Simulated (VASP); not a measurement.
Level of theory: PBE GGA with D3 dispersion (zero damping), VASP's PBE PAW potentials (set 64) (plane waves; VASP).

The input files of a VASP run:

File POSCAR:
```
C
1
    1.2332833568    -2.1361089369     0.0000000000
    1.2332833568     2.1361089369     0.0000000000
    0.0000000000     0.0000000000     6.9523761046
C
4
Direct
  0.0000000000   0.0000000000   0.2500000000
  0.0000000000   0.0000000000   0.7500000000
  0.3333330000   0.6666670000   0.2500000000
  0.6666670000   0.3333330000   0.7500000000
```

### INCAR
```
SYSTEM = C
PREC = Accurate; ENCUT = 520; LREAL = .FALSE.
LASPH = .TRUE.; ICHARG = 11
EDIFF = 1E-7; NELM = 100; ALGO = Normal
ISMEAR = 0; SIGMA = 0.05
GGA = PE; IVDW = 11
LWAVE = .FALSE.; LCHARG = .FALSE.; LORBIT = 11
```

### KPOINTS
```
k-points along high-symmetry lines
10
Line-mode
Reciprocal
  0.000000   0.000000   0.000000 ! GAMMA
  0.000000   0.500000   0.000000 ! M

  0.000000   0.500000   0.000000 ! M
 -0.333333   0.666667   0.000000 ! K

 -0.333333   0.666667   0.000000 ! K
  0.000000   0.000000   0.000000 ! GAMMA

  0.000000   0.000000   0.000000 ! GAMMA
  0.000000   0.000000   0.500000 ! A

  0.000000   0.000000   0.500000 ! A
  0.000000   0.500000   0.500000 ! L

  0.000000   0.500000   0.500000 ! L
 -0.333333   0.666667   0.500000 ! H

 -0.333333   0.666667   0.500000 ! H
  0.000000   0.000000   0.500000 ! A

  0.000000   0.500000   0.500000 ! L
  0.000000   0.500000   0.000000 ! M

 -0.333333   0.666667   0.500000 ! H
 -0.333333   0.666667   0.000000 ! K
```

POTCAR, in this order: C (PBE.64 set). Program: vasp_std. Read from the step before: CHGCAR.

The run wrote:

File OSZICAR:
```
       N       E                     dE             d eps       ncg     rms          rms(c)
DAV:   1     0.516241091219E+02    0.51624E+02   -0.80635E+03  2160   0.121E+03
DAV:   2    -0.294931016416E+02   -0.81117E+02   -0.73323E+02  3048   0.216E+02
DAV:   3    -0.333015005220E+02   -0.38084E+01   -0.37612E+01  2740   0.475E+01
DAV:   4    -0.333503520019E+02   -0.48851E-01   -0.48790E-01  2728   0.581E+00
DAV:   5    -0.333513704653E+02   -0.10185E-02   -0.10174E-02  2696   0.768E-01
DAV:   6    -0.333514096014E+02   -0.39136E-04   -0.39125E-04  2804   0.128E-01
DAV:   7    -0.333514109589E+02   -0.13576E-05   -0.13570E-05  2692   0.207E-02
DAV:   8    -0.333514110163E+02   -0.57420E-07   -0.57837E-07  2408   0.368E-03
   1 F= -.33716407E+02 E0= -.33711212E+02  d E =-.103891E-01
```

File OUTCAR:
```
 val. band max:        4.3583890313   @ k =  -0.3333   0.6667   0.2222

 cond. band min:       4.3621850435   @ k =  -0.3333   0.6667   0.2778



 k-point     1 :       0.0000    0.0000    0.0000
  band No.  band energies     occupation
      1     -15.2447      2.00000
      2     -15.0177      2.00000
      3      -3.9990      2.00000
      4      -2.3618      2.00000
      5       1.3375      2.00000
      6       1.3376      2.00000
      7       1.3502      2.00000
      8       1.3503      2.00000
      9       8.3808      0.00000
     10      12.6706      0.00000
     11      12.6722      0.00000
     12      12.7082      0.00000

 k-point     2 :       0.0000    0.0556    0.0000
  band No.  band energies     occupation
      1     -15.1713      2.00000
      2     -14.9453      2.00000
      3      -3.9098      2.00000
      4      -2.2777      2.00000
      5       1.0371      2.00000
      6       1.0552      2.00000
      7       1.1794      2.00000
      8       1.1959      2.00000
      9       8.4709      0.00000
     10      12.7041      0.00000
     11      12.7892      0.00000
     12      13.0163      0.00000

 k-point     3 :       0.0000    0.1111    0.0000
  band No.  band energies     occupation
      1     -14.9512      2.00000
      2     -14.7284      2.00000
      3      -3.6434      2.00000
      4      -2.0265      2.00000
      5       0.2134      2.00000
      6       0.2438      2.00000
      7       0.7611      2.00000
      8       0.7841      2.00000
      9       8.7415      0.00000
     10      12.7251      0.00000
     11      12.8116      0.00000
     12      13.8978      0.00000

 k-point     4 :       0.0000    0.1667    0.0000
  band No.  band energies     occupation
      1     -14.5856      2.00000
      2     -14.3683      2.00000
      3      -3.2022      2.00000
      4      -1.6122      2.00000
      5      -0.9684      2.00000
      6      -0.9223      2.00000
      7       0.2000      2.00000
...
```

The density is held fixed in this step, so its total energy and stress have no physical meaning.

The compound is C in the graphite structure. It was relaxed first.
